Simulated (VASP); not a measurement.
Input of a VASP 6.6.1 run:

INCAR

```
PREC = Accurate
ENCUT = 520
EDIFF = 1E-7
ISMEAR = 0
SIGMA = 0.02
LREAL = False
LASPH = True
NELM = 100
ALGO = Normal
ISIF = 2
LWAVE = False
LCHARG = False
GGA = PE
NBANDS = 16
```

KPOINTS

```
Automatic mesh
0
Gamma
  8 8 8
```

Contents of POSCAR:

```
GaAs
1.0
    0.0000000000      2.8268500000      2.8268500000
    2.8268500000      0.0000000000      2.8268500000
    2.8268500000      2.8268500000      0.0000000000
Ga As
1 1
Direct
    0.0000000000      0.0000000000      0.0000000000
    0.2500000000      0.2500000000      0.2500000000
```

Potentials or basis: VASP PAW PBE potentials, release 64 (Ga_d, As).

Run with:

```bash
$ cat potpaw_PBE.64/Ga_d/POTCAR potpaw_PBE.64/As/POTCAR > POTCAR
$ mpirun -np 1 vasp_std > vasp.out
```

(1) Estimate the pressure.

(2) What does it give for the band gap on the k mesh?

Results:

(1) 3.5 GPa.

(2) 0.52 eV, direct.

**The experiment to reproduce.**

From “Evidence of valence band perturbations in GaAsN/GaAs(001): A combined variable-angle spectroscopic ellipsometry and modulated photoreflectance investigation”, 2008, arxiv:0805.2212, for a bulk crystal of GaAs at 300 K: band gap 1.412 ± 0.01 eV (direct).

A measured gap of GaAs is 1.412 eV (direct; 300 K; “Evidence of valence band perturbations in GaAsN/GaAs(001): A combined variable-angle spectroscopic ellipsometry and modulated photoreflectance investigation”, 2008, arxiv:0805.2212); the calculated 0.52 eV misses it by -0.89 eV. 3 values of this kind are on record (1.412 to 1.51 eV); this one was drawn at random among those near their median, those with a stated uncertainty first. Spin-orbit coupling on As, Ga is left out. The value is that of PBE on a finite k mesh, which can miss the band edges, without temperature or zero-point motion. Semilocal functionals fall short of measured gaps as a rule.
